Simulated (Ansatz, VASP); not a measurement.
**CdPbSO in two plane-wave programs**

Aim: how closely do two programs agree when they are given the same cell, functional and k mesh? The cell is invented: As first built, before any earlier steps moved the atoms (in the runner's words): it takes the PbS structure with some of its atoms replaced by other elements, volume scaled by an estimate. It may not be a known or stable phase. The cell is taken from a series of VASP runs on this material, whose earlier steps may have relaxed, scaled or displaced it; both programs get it as it stands. Valence electrons are named where the data sets of a main pair hold unlike numbers.

Main program and level: Ansatz 0.2.0; plane waves, with VASP 6.6.1 beside it; zone-centre phonons at LDA.

## Step 1: Set-up

It takes space group P1 (No. 1, triclinic). Conventional cell: a = 3.485 Å, b = 3.815 Å, c = 6.546 Å, α = 104.35°, β = 90.20°, γ = 116.84°. Nearest to Pb lie 3 O at 2.48 to 2.50 Å and 3 S at 2.98 to 3.09 Å. Nearest to Cd lie 2 O at 2.34 to 2.35 Å and 3 S at 2.54 to 2.58 Å. S has 3 Cd at 2.54 to 2.58 Å and 3 Pb at 2.98 to 3.09 Å nearest. Nearest to O lie 2 Cd at 2.34 to 2.35 Å and 3 Pb at 2.48 to 2.50 Å. As first built, before any earlier steps moved the atoms (in the runner's words): sites of the PbS structure (space group 187) filled with other elements, volume scaled by an estimate. Farther neighbours and most contacts between anions are not listed.

## Step 2: Ansatz: zone-centre phonons, LDA

Ansatz runs on its default PAW (the set named soft_2) files.

Second derivatives magnify differences that forces hide, and they need a tight electronic threshold.

The input, input.yaml:

```yaml
crystal:
  lattice:
    - [3.4845284133, 0.0373016679, 0.0027962709]
    - [-1.7588269619, 3.3587475049, 0.4249282133]
    - [0.0071276996, 1.0282338125, 6.4644815989]
  atoms:
    - { symbol: Pb, position: [0.9504448466, 0.9037035568, 0.0482046533] }
    - { symbol: Cd, position: [0.0851269274, 0.168420641, 0.489261499] }
    - { symbol: S, position: [0.7119320077, 0.4261586888, 0.7110216946] }
    - { symbol: O, position: [0.5801662182, 0.1616441136, 0.2504391531] }
hamiltonian:
  xc: lda
  pseudopotentials: { kind: paw }
kpoints:
  mp_grid: { grid: [7, 7, 4] }
scf:
  occupations: { method: fixed }
phonons:
  method: dfpt
  qpoints: [[0, 0, 0]]
  dielectric: true
  rigid_motions: translations
```

Launch:

```
$ ansatz run input.yaml --threads 4 --pin off --max-ram 9216MiB --backend cpu --events-out ev --progress --plain --runs-dir out
```

Numbers of over 12 decimals in the logs are rounded to 6 here.

The log of the run:

```text
Engine: ansatz 0.2.0, aarch64-unknown-linux-gnu
Pseudopotentials: kind: paw
Pseudopotential: Pb, paw, valence charge 14, recommended cutoff 420 eV (normal), Pb.paw.azcp
Pseudopotential: Cd, paw, valence charge 20, recommended cutoff 420 eV (normal), Cd.paw.azcp
Pseudopotential: S, paw, valence charge 6, recommended cutoff 420 eV (normal), S.paw.azcp
Pseudopotential: O, paw, valence charge 6, recommended cutoff 420 eV (normal), O.paw.azcp
Functional definition: SPW92
  exchange = slater_x
  correlation = pw_c
Crystal: 4 atoms, lattice volume = 74.555 Å³
Basis set: ecut = 420 eV, 1463 PW (Γ), exchange–correlation on 48×54×90 points (8 copies of the dense FFT grid, shifted against one another)
Bands: 28, of which v1, the nominal top of the filled ones, is band 23 counted from 1 (22 counted from 0)
Symmetry: 1 space group operations
k-points: 99 of 196 (time reversal used)
Non-local potential: Pb, projectors of the file, l = 0: 2, l = 1: 2, l = 2: 2, l = 3: 2
Non-local potential: Cd, projectors of the file, l = 0: 3, l = 1: 2, l = 2: 2, l = 3: 1
Non-local potential: S, projectors of the file, l = 0: 2, l = 1: 2, l = 2: 2
Non-local potential: O, projectors of the file, l = 0: 2, l = 1: 2, l = 2: 1
PAW form: soft (Blöchl's): semilocal exchange-correlation on the pseudo side does not see the compensation charge
PAW frozen core: Pb, regenerated for the run's functional, and the local potential with it (the file was generated under x = pbe(κ = 0.804, μ = 0.219515), c = pbe(β = 0.066725))
PAW frozen core: Cd, regenerated for the run's functional, and the local potential with it (the file was generated under x = pbe(κ = 0.804, μ = 0.219515), c = pbe(β = 0.066725))
PAW frozen core: S, regenerated for the run's functional, and the local potential with it (the file was generated under x = pbe(κ = 0.804, μ = 0.219515), c = pbe(β = 0.066725))
PAW frozen core: O, regenerated for the run's functional, and the local potential with it (the file was generated under x = pbe(κ = 0.804, μ = 0.219515), c = pbe(β = 0.066725))
PAW one-centre angular grid: Pb, 590 points (default); XC on 64 Gauss nodes
PAW one-centre angular grid: Cd, 590 points (default); XC on 64 Gauss nodes
PAW one-centre angular grid: S, 110 points (default); XC on 64 Gauss nodes
PAW one-centre angular grid: O, 110 points (default); XC on 64 Gauss nodes
Initial density: superposition of atomic densities (neutral atoms: chi_scale 0, normalization atom), corrected by the library's trained network
Initial wavefunctions: pseudopotential atomic-orbital guess
Functional: x = slater, c = lda
SCF iter   1: F=—  HF=-21145.179820 eV  |F-HF|=—  |Δ(HF+E_count)|=         —  Δρ=1.54e-2  dr2=1.80e-1  ethr=1.77e-3  ⟨swp⟩=5.0  Hψ=9741  notcnv=0  defer=295
preconditioner: auto → Resta (q_TF=auto, 2.517 Å⁻¹)  ε∞=4.9  [insulator: Δε(μ)=0.341 eV  Ē_g=13.394 eV  n_scr=24 (ndim 8)  ℏωp=26.5 eV  f_vac=0.004  ε∞_Penn≈4.9]
SCF iter   2: F=—  HF=-21145.149826 eV  |F-HF|=—  |Δ(HF+E_count)|=   3.00e-2  Δρ=8.46e-3  dr2=4.79e-2  ethr=3.90e-4  ⟨swp⟩=2.0  Hψ=5630  notcnv=0  defer=295
SCF iter   3: F=—  HF=-21145.141691 eV  |F-HF|=—  |Δ(HF+E_count)|=   8.14e-3  Δρ=2.50e-3  dr2=4.18e-3  ethr=1.04e-4  ⟨swp⟩=2.0  Hψ=3611  notcnv=0  defer=297
SCF iter   4: F=—  HF=-21145.140543 eV  |F-HF|=—  |Δ(HF+E_count)|=   1.15e-3  Δρ=7.26e-4  dr2=3.09e-4  ethr=9.08e-6  ⟨swp⟩=2.7  Hψ=4279  notcnv=0  defer=297
SCF iter   5: F=—  HF=-21145.140465 eV  |F-HF|=—  |Δ(HF+E_count)|=   7.80e-5  Δρ=1.38e-4  dr2=1.48e-5  ethr=6.72e-7  ⟨swp⟩=2.0  Hψ=4538  notcnv=0  defer=271
SCF iter   6: F=—  HF=-21145.140468 eV  |F-HF|=—  |Δ(HF+E_count)|=   3.15e-6  Δρ=3.90e-5  dr2=1.03e-6  ethr=3.21e-8  ⟨swp⟩=2.3  Hψ=3826  notcnv=0  defer=176
SCF iter   7: F=—  HF=-21145.140471 eV  |F-HF|=—  |Δ(HF+E_count)|=   2.78e-6  Δρ=9.89e-6  dr2=9.49e-8  ethr=2.24e-9  ⟨swp⟩=2.1  Hψ=3836  notcnv=0  defer=146
SCF iter   8: F=—  HF=-21145.140471 eV  |F-HF|=—  |Δ(HF+E_count)|=   3.90e-9  Δρ=2.34e-6  dr2=4.81e-9  ethr=2.06e-10  ⟨swp⟩=2.7  Hψ=4333  notcnv=0  defer=146
SCF iter   9: F=—  HF=-21145.140471 eV  |F-HF|=—  |Δ(HF+E_count)|=  3.42e-10  Δρ=5.16e-7  dr2=1.61e-10  ethr=1.05e-11  ⟨swp⟩=2.0  Hψ=4427  notcnv=0  defer=146
SCF iter  10: F=-21145.140471 eV  HF=-21145.140471 eV  |F-HF|=7.28e-12  |Δ(HF+E_count)|=  7.28e-12  Δρ=1.25e-7  dr2=1.16e-11  ethr=1.00e-12  ⟨swp⟩=11.9  Hψ=17008  notcnv=0
SCF 1 converged in 10 iterations: F = -21145.140471 eV  dr2 = 1.16e-11
  greatest PAW one-centre occupation: 1.000 electrons in one spin orbital (limit 2), on the Cd atom at site 1 (counted from 0), in its partial waves of l = 0
NSCF: frozen V_eff on 6 k-points
DFPT response loops at Γ: preconditioner auto → Resta (q_TF=auto, 2.517 Å⁻¹)  ε∞=12.0 (no band partly filled); β = 1.00, the filter's whole step (`scf.mixing.beta` (0.50) is not read by the response loops at its default; to damp them type it under 1.00, their step now; it binds the ground state too); Broyden in place of MSR1
── the response to a field inside a basis, on 14×14×8 k-points: an SCF that follows is theirs, and a resumed run solves both again ──
Bands: 24, of which v1, the nominal top of the filled ones, is band 23 counted from 1 (22 counted from 0)
k-points: 784
Initial density: handed on by an earlier stage of this run
Initial wavefunctions: pseudopotential atomic-orbital guess (no wavefunctions were taken with the density)
Eigensolver: Dense (784 Hₖ)
SCF iter   1: F=—  HF=-21145.134047 eV  |F-HF|=—  |Δ(HF+E_count)|=         —  Δρ=4.21e-4  dr2=4.47e-5  ethr=1.00e-1
preconditioner: auto → Resta (q_TF=auto, 2.517 Å⁻¹)  ε∞=6.9  [insulator: Δε(μ)=0.522 eV  Ē_g=10.922 eV  n_scr=24 (ndim 8)  ℏωp=26.5 eV  f_vac=0.001  ε∞_Penn≈6.9]
SCF iter   2: F=—  HF=-21145.134040 eV  |F-HF|=—  |Δ(HF+E_count)|=   7.23e-6  Δρ=2.08e-4  dr2=1.63e-5  ethr=9.71e-8
SCF iter   3: F=—  HF=-21145.134038 eV  |F-HF|=—  |Δ(HF+E_count)|=   1.78e-6  Δρ=1.12e-4  dr2=3.24e-6  ethr=3.55e-8
SCF iter   4: F=-21145.134037 eV  HF=-21145.134037 eV  |F-HF|=1.16e-8  |Δ(HF+E_count)|=   5.70e-7  Δρ=1.09e-5  dr2=5.33e-8  ethr=7.05e-9
SCF 1 converged in 4 iterations: F = -21145.134037 eV  dr2 = 5.33e-8
DFPT response loops at Γ: preconditioner auto → Resta (q_TF=auto, 2.517 Å⁻¹)  ε∞=10.7 (no band partly filled); β = 1.00, the filter's whole step (`scf.mixing.beta` (0.50) is not read by the response loops at its default; to damp them type it under 1.00, their step now; it binds the ground state too); Broyden in place of MSR1
WARN: field response: ε∞ stands inside a basis, on 14×14×8 points; the force constants stand on the 7×7×4 k-mesh, whose period is 9.90 times the interband length at k = (0.0000, 0.0000, -0.5000), direct gap 0.850 eV, under 14: take them and everything formed from them as unconverged, and compare with a denser kpoints.mp_grid
SCF converged after 10 iterations
Free energy (F): -21145.140471 eV
Harris-Foulkes:  -21145.140471 eV  (|F-HF|=7.28e-12)
Internal energy: -21145.140471 eV  (E = F + TS)
E sigma→0 (E₀):  -21145.140471 eV
Fermi energy:    10.383270 eV
--- Per-component energies (eV) ---
  E_band       = -455.105174
  E_kinetic    = 1074.303394
  E_local      = -5068.904969  (includes V_loc(G=0)·N_el)
  E_nonlocal   = 475.560621
  E_hartree    = 2258.845578
  E_xc         = -564.646743
  E_vxc        = -537.301678  (∫ρ·V_xc dr)
  E_paw        = -14763.543016  (= ΣΔE_a)
  E_vpaw       = -916.456009  (= ΣTr[D̂ρ^β])
  E_aug_tail   = 0.002444  (compensation charges beyond the density's cutoff)
  E_ewald      = -4557.696752
  E_core_change = 0.938974  (= ΣΔE_core)
  E_smearing   = -0.000000  (= −TS)
  E_closure    = 0.000000  (closes the sum)
  Σ components = -21145.140471   (vs F -21145.140471, Δ=0.00e0)
--- Band table (eV; the first three rows and the last of 99) ---
  k-point 0: bands = [... 19 lower, 7.8993, 8.3073, 9.5575, 10.3833, 12.6907, 14.2840, 15.4150, 16.5450, ... 1 higher]
  k-point 1: bands = [... 19 lower, 7.9273, 8.6628, 9.5582, 10.3458, 11.8559, 14.8854, 15.3502, 16.4723, ... 1 higher]
  k-point 2: bands = [... 19 lower, 7.9559, 9.1345, 9.5245, 10.3075, 11.1576, 14.9661, 15.5845, 16.4105, ... 1 higher]
  k-point 98: bands = [... 19 lower, 6.8672, 7.9896, 8.7222, 9.3037, 11.9083, 13.2771, 14.3235, 15.2020, ... 1 higher]
--- Phonons (Γ-DFPT): 12 representative perturbations + reference, on 99 of 196 k-points (Σ response iterations 38) ---
  k mesh reduced under 1 symmetry operation, with k and −k counted as one. Each operation leaves every solved perturbation unchanged. A smaller set is not used because the run's symmetry group and k mesh have no further operation
  ASR residual: 6.032e-5 → 0.000e0 eV/Å²; symmetrization residual: 4.835e-6 eV/Å²
  ASR residual per site (eV/Å²): 6.03e-5 1.58e-5 1.10e-5 4.76e-5
  Γ frequencies (cm⁻¹): 0.00 0.00 0.00 61.61 62.84 128.42 138.61 172.58 176.54 197.26 226.22 338.89
  ε∞ (high-frequency dielectric tensor):
       10.507230    -0.000821    -0.001953
       -0.000821    10.084579     0.255443
       -0.001953     0.255443    11.243100
  ε⁰ (static dielectric tensor: ions relaxed, cell fixed):
       28.350930     0.350634     1.186953
        0.350634    29.162457     1.487342
        1.186953     1.487342    40.474595
  ε⁰ − ε∞ (ionic part):
       17.843701     0.351455     1.188907
        0.351455    19.077877     1.231900
        1.188907     1.231900    29.231495
  softest optical mode at Γ: 61.61 cm⁻¹; the repairs (sum rule, projections) moved no ω² at Γ by more than (1.39 cm⁻¹)²
  Born effective charges Z* (e; rows j = field, columns β = displacement):
    site 0:
         2.90712   -0.01044   -0.01329
        -0.01540    3.29192   -0.05451
        -0.00796   -0.05546    3.68338
    site 1:
         2.60316    0.00746    0.00392
         0.01012    2.29259    0.10118
        -0.00596    0.15229    3.08675
    site 2:
        -2.45238    0.00222    0.00103
         0.00659   -2.71668    0.00628
        -0.00908    0.17337   -3.05533
    site 3:
        -3.05790    0.00075    0.00834
        -0.00131   -2.86783   -0.05296
         0.02300   -0.27020   -3.71479
  Z* charge neutrality: 3.506e-3 e pre-enforcement
  solved inside a basis spanned on kpoints, on 14×14×8 k-points transformed towards the longest dipole: ε∞ is read to err by 4.7e-2, Z* by 3.0e-2 e (field_mesh: kpoints solves on kpoints); Z* is corrected for what the basis lacks
  optical modes at Γ without the LO–TO term, one row a degenerate level:
      ω (cm⁻¹)  modes    IR ((D/Å)²/amu)
         61.61      1             0.1985
         62.84      1             0.2917
        128.42      1             2.2700
[...]
optical modes at Γ + LO–TO along q̂ = [1.0000, 0.0000, 0.0000]:
      ω (cm⁻¹)  modes    IR ((D/Å)²/amu)
[...]
optical modes at Γ + LO–TO along q̂ = [0.0000, 1.0000, 0.0000]:
      ω (cm⁻¹)  modes    IR ((D/Å)²/amu)
[...]
optical modes at Γ + LO–TO along q̂ = [0.0000, 0.0000, 1.0000]:
      ω (cm⁻¹)  modes    IR ((D/Å)²/amu)
[...]
63.19      1             0.2254
        128.96      1             1.6301
        150.04      1             0.2050
        175.14      1            17.8429
        196.53      1            18.3618
        226.16      1             1.2440
        267.83      1             9.8782
        383.55      1            20.2387
--- Phonons (arbitrary-q DFPT): 1 explicit q-point ---
  q = [0, 0, 0] (of the zone-centre solve; hermiticity 1.24e-6, symmetrization 0.00e0): -0.00 -0.00 -0.00 61.61 62.84 128.42 138.61 172.58 176.54 197.26 226.22 338.89
  sum rule: each row above includes the acoustic sum rule's correction from the zone centre's row sums; it moved no ω² by more than (0.93 cm⁻¹)²
```

Wall time 3.3 min (4 threads of Arm Neoverse V2, shared host); peak memory 4.2 GiB; 13 min of CPU time.

The column dr2 measures how far the density is from self-consistency, as an energy; F and HF (Harris–Foulkes) agree once it is small.

(Part 1 of 3 ends here.)

[Lines on the potential files, build, host, timing and source positions are cut from VASP's logs without a mark.]

[Logs are printed without paths, hosts, clocks, repeated set-up lines and the standing remarks that a program may print on its own settings, such as how far it seeks lower states.]

[Hosts, paths, dates, database ids (printed as entryN), source tags and the programs' standing remarks are cut or masked in the printed files.]
